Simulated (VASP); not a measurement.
VASP ran on this input.

INCAR:
```
SYSTEM  =  BaS
PREC  =  Accurate; ENCUT  =  400; LREAL  =  .FALSE.
LASPH  =  .TRUE.
EDIFF  =  1E-6; NELM  =  100; ALGO  =  Normal
LMAXMIX  =  4
ISMEAR  =  0; SIGMA  =  0.05
GGA  =  PS
IBRION  =  2; NSW  =  60; ISIF  =  3
EDIFFG  =  -0.01
LWAVE  =  .FALSE.; LCHARG  =  .FALSE.
```

POSCAR:
```
BaS
1
    4.1600000000     0.0000000000     0.0000000000
    0.0000000000     4.1600000000     0.0000000000
    0.0000000000     0.0000000000     4.1600000000
Ba S
1 1
Direct
  0.0000000000   0.0000000000   0.0000000000
  0.5000000000   0.5000000000   0.5000000000
```

File KPOINTS:
```
Automatic mesh
0
Gamma
6 6 6
0 0 0
```

POTCAR, in this order: Ba_sv S (PBE.64 set). Program: vasp_std.

**Question.** Write an equivalent input for Ansatz.

**Answer.** One equivalent input (not run):
Ansatz 0.2 input:
```yaml
crystal:
  lattice:
    - [4.1600000, 0.0000000, 0.0000000]
    - [0.0000000, 4.1600000, 0.0000000]
    - [0.0000000, 0.0000000, 4.1600000]
  atoms:
    - { symbol: Ba, position: [0.0000000, 0.0000000, 0.0000000] }
    - { symbol: S, position: [0.5000000, 0.5000000, 0.5000000] }
kpoints:
  mp_grid: { grid: [6, 6, 6] }
hamiltonian:
  xc: pbesol
  pseudopotentials: { kind: paw }
scf:
  occupations: { method: gaussian, width: 0.05 }
  max_iter: 100
relax:
  max_steps: 60
  f_tol: 0.01
  cell: {}
output: { forces: true, stress: true, eigenvalues: true }
```
What does not carry over: each code has its own PAW files, so the cut-off isn't converted (ENCUT is set for VASP's; basis.ecutwfc is left out, and Ansatz then takes the one that its files recommend); Ansatz stops its SCF on the density residual and VASP on the energy change (EDIFF).

The structure was generated: BaS was put into the CsCl type type (Pm-3m), which need not be its known phase. This run relaxes it. Symmetry was kept, so distortions that lower it aren't found.
